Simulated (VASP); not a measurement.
The system is CdS.

```
Cd S
1.0
     0.00000    2.91650    2.91650
     2.91650    0.00000    2.91650
     2.91650    2.91650    0.00000
Cd S
1 1
Direct
  0.00000 0.00000 0.00000
  0.25000 0.25000 0.25000
```

* Program: VASP 6.6.1
* Task: relaxation of cell and atoms
* Functional: LDA
* Potentials or basis: VASP PAW LDA potentials, release 64 (Cd, S)
* Cutoff: 350 eV
* k mesh: 6 × 6 × 6
* Occupations: gaussian, width 0.02 eV
* Spin: no spin polarisation

At the start: pressure -2.4 GPa; volume 24.81 Å³/atom.

Q: Where does the relaxation end?

A: Over 3 steps the energy falls by 7.1 meV/atom and the volume is 23.88 Å³/atom (-3.7 %); space group F-43m (No. 216, to 0.05 Å).

The path:
```csv
step,energy change (eV),largest force (eV/Å),pressure (GPa),volume (Å³)
1,0.0000,0.0000,-2.37,49.62
2,-0.0117,0.0000,1.11,47.03
3,-0.0142,0.0000,0.00,47.76
```

Final structure:
```xyz
2
Lattice="0.0000 2.8797 2.8797 2.8797 0.0000 2.8797 2.8797 2.8797 0.0000" Properties=species:S:1:pos:R:3 pbc="T T T"
Cd    0.0000    0.0000    0.0000
S     1.4399    1.4399    1.4399
```
